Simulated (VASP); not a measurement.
Output of a VASP run:

File OSZICAR:
```
       N       E                     dE             d eps       ncg     rms          rms(c)
DAV:   1     0.211433197502E+02    0.21143E+02   -0.10852E+04  3510   0.130E+03
DAV:   2    -0.856610425586E+02   -0.10680E+03   -0.10394E+03  3759   0.548E+02
DAV:   3    -0.913323962887E+02   -0.56714E+01   -0.53950E+01  3514   0.104E+02
DAV:   4    -0.916475490274E+02   -0.31515E+00   -0.30635E+00  3831   0.168E+01
DAV:   5    -0.916530764505E+02   -0.55274E-02   -0.54991E-02  3728   0.277E+00    0.390E+01
DAV:   6    -0.889879748606E+02    0.26651E+01   -0.89778E-01  3828   0.172E+01    0.222E+01
DAV:   7    -0.879493734966E+02    0.10386E+01   -0.92836E-01  3832   0.136E+01    0.150E+00
DAV:   8    -0.888299630979E+02   -0.88059E+00   -0.13277E+00  3050   0.722E+00    0.314E+00
DAV:   9    -0.890037863773E+02   -0.17382E+00   -0.74230E-02  3744   0.312E+00    0.937E-01
DAV:  10    -0.888991123441E+02    0.10467E+00   -0.10389E-01  3398   0.332E+00    0.287E-01
DAV:  11    -0.889160393215E+02   -0.16927E-01   -0.11613E-02  3784   0.108E+00    0.134E-01
DAV:  12    -0.889222989038E+02   -0.62596E-02   -0.78231E-03  3144   0.821E-01    0.162E-01
DAV:  13    -0.889230565895E+02   -0.75769E-03   -0.12024E-03  3760   0.403E-01    0.834E-02
DAV:  14    -0.889228936796E+02    0.16291E-03   -0.37335E-04  3599   0.219E-01    0.937E-02
DAV:  15    -0.889228682253E+02    0.25454E-04   -0.61236E-04  3440   0.256E-01    0.193E-02
DAV:  16    -0.889230173652E+02   -0.14914E-03   -0.95316E-05  3782   0.121E-01    0.186E-02
DAV:  17    -0.889230597734E+02   -0.42408E-04   -0.36891E-05  3240   0.540E-02    0.907E-03
DAV:  18    -0.889230645001E+02   -0.47267E-05   -0.85999E-06  3416   0.334E-02    0.370E-03
DAV:  19    -0.889230638624E+02    0.63769E-06   -0.90355E-07  1573   0.116E-02
   1 F= -.88923064E+02 E0= -.88922986E+02  d E =-.889231E+02
```

**OUTCAR**
```
------------------------ aborting loop because EDIFF is reached ----------------------------------------
  FORCE on cell =-STRESS in cart. coord.  units (eV):
  Direction    XX          YY          ZZ          XY          YZ          ZX
  --------------------------------------------------------------------------------------
  Total        0.0574697     -0.0307221     -0.0667555      0.0000000     -0.0000000      0.0000000
  in kB        1.1049347     -0.5906749     -1.2834666      0.0000000     -0.0000000      0.0000000
  external PRESSURE =      -0.2564023 kB  Pullay stress =       0.0000000 kB
  volume of cell :       83.33
      direct lattice vectors                 reciprocal lattice vectors
     2.107715416 -5.195137830  0.000000000     0.237223677 -0.096243837  0.000000000
     2.107715416  5.195137830  0.000000000     0.237223677  0.096243837  0.000000000
     0.000000000  0.000000000  3.805170738     0.000000000  0.000000000  0.262800297
 POSITION                                       TOTAL-FORCE (eV/Angst)
 -----------------------------------------------------------------------------------
      2.10772      3.73991      0.95129         0.000000      0.019694      0.000000
      2.10772     -3.73991      2.85388         0.000000     -0.019694     -0.000000
      2.10772      0.80128      0.95129         0.000000      0.006085      0.000000
      2.10772     -0.80128      2.85388         0.000000     -0.006085      0.000000
 -----------------------------------------------------------------------------------
    total drift:                                0.000000      0.000000      0.000000
  FREE ENERGIE OF THE ION-ELECTRON SYSTEM (eV)
  ---------------------------------------------------
  free  energy   TOTEN  =       -88.9230638624 eV

  energy  without entropy=      -88.9228311400  energy(sigma->0) =      -88.92298629

 reached required accuracy - stopping structural energy minimisation
```
(Selected blocks of OUTCAR.)

File POSCAR:
```
ErSi
1
    2.1077154156    -5.1951378301     0.0000000000
    2.1077154156     5.1951378301    -0.0000000000
    0.0000000000    -0.0000000000     3.8051707376
Er Si
2 2
Direct
  0.1400564476   0.8599435524   0.2500000000
  0.8599435524   0.1400564476   0.7500000000
  0.4228817087   0.5771182913   0.2500000000
  0.5771182913   0.4228817087   0.7500000000
```

Task: Write an INCAR and KPOINTS that could have produced this output.

Result: This is not unique; one that fits is the input of the run itself, r2SCAN meta-GGA, plane waves, VASP's PBE PAW potentials (set 64).

### KPOINTS
```
Automatic mesh
0
Gamma
7 7 7
0 0 0
```

INCAR:
```
# general
SYSTEM  = ErSi
PREC    = Accurate
ENCUT   = 400
LREAL   = F   # projection in real space or not
LASPH   = T   # aspherical one-centre terms

# electronic loop
EDIFF   = 1E-6
NELM    = 100
ALGO    = Normal   # blocked Davidson
LMAXMIX = 6   # l cut-off of mixed one-centre charges
LMIXTAU = T

# smearing
ISMEAR  = 1   # Methfessel-Paxton
SIGMA   = 0.1   # width (eV)

# functional
METAGGA = R2SCAN

# ions
IBRION  = 2   # conjugate gradients
NSW     = 60   # most ionic steps
ISIF    = 3
EDIFFG  = -0.02   # ionic stop

# output
LWAVE   = F
LCHARG  = F
```

POTCAR, in this order: Er_3 Si (PBE.64 set). Program: vasp_std.

The 4f electrons are frozen in the core of the lanthanide potential, so 4f levels, which can set the real gap, and their magnetism are missing.

The structure comes from a computed database's ErSi entry (Cmcm); how it stands against other phases isn't given here. It was relaxed first. The start is the result of an earlier pass.
